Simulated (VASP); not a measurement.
Data:

```
AlCaHSi
1.0
    4.12877     0.00000     0.00000
   -2.06439     3.57562     0.00000
    0.00000     0.00000     4.52449
Ca Al Si H
1 1 1 1
Direct
  0.00000   0.00000   0.00511
  0.66667   0.33333   0.46421
  0.33333   0.66667   0.56430
  0.66667   0.33333   0.07308
```

Method: PBEsol GGA, VASP's PBE PAW potentials (set 64) (plane waves; VASP 6.6.1). Settings: 400 eV cut-off, Gaussian smearing of 0.050 eV, potentials Ca_sv Al Si H.

### Question
Give the energies of bands 6 to 12 at the high-symmetry points, in eV from the valence-band maximum.

### Answer

| band | Γ | M | K | A | L | H |
|---|---|---|---|---|---|---|
| 6 | -4.53 | -7.07 | -7.15 | -6.79 | -6.16 | -6.38 |
| 7 | -1.97 | -3.30 | -4.49 | -0.72 | -5.06 | -4.88 |
| 8 | -1.26 | -2.19 | -2.57 | -0.72 | -2.39 | -3.79 |
| 9 | -1.26 | -1.08 | -0.89 | 0.00 | -2.39 | -2.13 |
| 10 | 1.21 | 0.20 | 0.50 | 1.09 | 0.81 | 1.27 |
| 11 | 2.30 | 1.87 | 2.29 | 1.09 | 2.72 | 3.56 |
| 12 | 2.30 | 2.39 | 2.90 | 1.98 | 3.79 | 4.01 |

The gap is indirect, 0.15 eV, from the valence maximum at A to the conduction minimum at L-M at 0.56.

The structure comes from a computed database's CaAlSiH entry (P3m1); how it stands against other phases isn't given here. It was relaxed first.
